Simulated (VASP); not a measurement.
Level of theory: PBE GGA, VASP's PBE PAW potentials (set 64) (plane waves; VASP 6.6.1).

VASP ran on this input.

File POSCAR:
```
Os
1
    1.3986720000    -2.4141040000     0.0000000000
    1.3986720000     2.4141040000     0.0000000000
    0.0000000000     0.0000000000     4.4081610000
Os
2
Direct
  0.3333330000   0.6666670000   0.2500000000
  0.6954270000   0.3620930000   0.7500000000
```

INCAR:
```
SYSTEM = Os
PREC = Accurate; ENCUT = 400; LREAL = .FALSE.
LASPH = .TRUE.; KSPACING = 0.8; KGAMMA = .TRUE.
EDIFF = 1E-6; NELM = 100; ALGO = Normal
LMAXMIX = 6
ISMEAR = 1; SIGMA = 0.1
GGA = PE
ISIF = 2
LWAVE = .FALSE.; LCHARG = .FALSE.
```

POTCAR, in this order: Os (PBE.64 set). Program: vasp_std.

Output

### OSZICAR
```
       N       E                     dE             d eps       ncg     rms          rms(c)
DAV:   1     0.766285292553E+02    0.76629E+02   -0.65854E+03   480   0.102E+03
DAV:   2    -0.188586435350E+02   -0.95487E+02   -0.85692E+02   532   0.354E+02
DAV:   3    -0.240461524849E+02   -0.51875E+01   -0.49552E+01   588   0.667E+01
DAV:   4    -0.241438883753E+02   -0.97736E-01   -0.97500E-01   512   0.891E+00
DAV:   5    -0.241450331192E+02   -0.11447E-02   -0.11446E-02   572   0.817E-01    0.200E+01
DAV:   6    -0.229077149512E+02    0.12373E+01   -0.15075E+00   520   0.112E+01    0.843E+00
DAV:   7    -0.226519029319E+02    0.25581E+00   -0.87129E-01   564   0.838E+00    0.924E-01
DAV:   8    -0.226457734704E+02    0.61295E-02   -0.76410E-03   488   0.680E-01    0.829E-01
DAV:   9    -0.226312728722E+02    0.14501E-01   -0.17558E-02   492   0.132E+00    0.271E-01
DAV:  10    -0.226305650045E+02    0.70787E-03   -0.18140E-03   544   0.445E-01    0.944E-02
DAV:  11    -0.226305498521E+02    0.15152E-04   -0.47207E-05   520   0.864E-02    0.143E-02
DAV:  12    -0.226305443874E+02    0.54647E-05   -0.69548E-06   536   0.238E-02    0.782E-03
DAV:  13    -0.226305436567E+02    0.73069E-06   -0.47338E-07   256   0.737E-03
   1 F= -.22630544E+02 E0= -.22629913E+02  d E =-.189063E-02
```

### OUTCAR
```
------------------------ aborting loop because EDIFF is reached ----------------------------------------
  FORCE on cell =-STRESS in cart. coord.  units (eV):
  Direction    XX          YY          ZZ          XY          YZ          ZX
  --------------------------------------------------------------------------------------
  Total       -2.6592855     -2.3362054     -4.6717569      0.6231789      0.0000000      0.0000000
  in kB     -143.1252450   -125.7367729   -251.4383507     33.5400770      0.0000000      0.0000000
  external PRESSURE =    -173.4334562 kB  Pullay stress =       0.0000000 kB
  volume of cell :       29.77
      direct lattice vectors                 reciprocal lattice vectors
     1.398672000 -2.414104000  0.000000000     0.357481954 -0.207116181  0.000000000
     1.398672000  2.414104000  0.000000000     0.357481954  0.207116181  0.000000000
     0.000000000  0.000000000  4.408161000     0.000000000  0.000000000  0.226851968
 POSITION                                       TOTAL-FORCE (eV/Angst)
 -----------------------------------------------------------------------------------
      1.39867      0.80470      1.10204         0.633340      0.008352     -0.000000
      1.47912     -0.80470      3.30612        -0.633340     -0.008352      0.000000
 -----------------------------------------------------------------------------------
    total drift:                                0.000001      0.000000      0.000000
  FREE ENERGIE OF THE ION-ELECTRON SYSTEM (eV)
  ---------------------------------------------------
  free  energy   TOTEN  =       -22.6305436567 eV

  energy  without entropy=      -22.6286530245  energy(sigma->0) =      -22.62991345
```
(Selected blocks of OUTCAR.)

The compound is Os in the hcp structure. The cell was not relaxed at this level, atoms are displaced from their ideal sites. The run is one of a series of settings (KGAMMA = .TRUE., KSPACING = 0.8, KPOINTS file removed against the base run), some of them coarse on purpose.
